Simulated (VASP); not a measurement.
The system is Ga2SnO.

```
CELL_PARAMETERS angstrom
3.69331 0.00000 0.00000
0.00000 3.69331 0.00000
0.00000 0.00000 5.35383
ATOMIC_POSITIONS crystal
Ga 0.00000 0.00000 0.00000
Ga 0.50000 0.50000 0.00000
Sn 0.00000 0.00000 0.50000
O 0.50000 0.50000 0.50000
```

The cell was built by a generator and needn't be a form met in nature.

* Program: VASP 6.6.1
* Task: relaxation of cell and atoms
* Functional: PBE
* Potentials or basis: VASP PAW PBE potentials, release 64 (Ga_d, Sn_d, O)
* Cutoff: 520 eV
* k mesh: 4 × 4 × 3
* Occupations: gaussian, width 0.15 eV
* Spin: no spin polarisation

At the start: pressure -2.0 GPa; volume 18.26 Å³/atom.

Task: How do energy, volume and symmetry change on relaxing?

Result: Over 4 steps the energy falls by 7.0 meV/atom and the volume is 17.73 Å³/atom (-2.9 %); space group P4/mmm (No. 123, to 0.05 Å).

Step by step:
```csv
step,energy change (eV),largest force (eV/Å),pressure (GPa),volume (Å³)
1,0.0000,0.0000,-2.01,73.03
2,-0.0269,0.0000,0.26,70.63
3,-0.0269,0.0000,0.43,70.58
4,-0.0279,0.0000,-0.07,70.92
```

Final structure:
```
CELL_PARAMETERS angstrom
3.62465 0.00000 0.00000
0.00000 3.62465 0.00000
0.00000 0.00000 5.39790
ATOMIC_POSITIONS crystal
Ga 0.00000 0.00000 0.00000
Ga 0.50000 0.50000 0.00000
Sn 0.00000 0.00000 0.50000
O 0.50000 0.50000 0.50000
```

Caveat: the k mesh is coarse (spacing up to 0.43 Å⁻¹), so the values aren't converged.
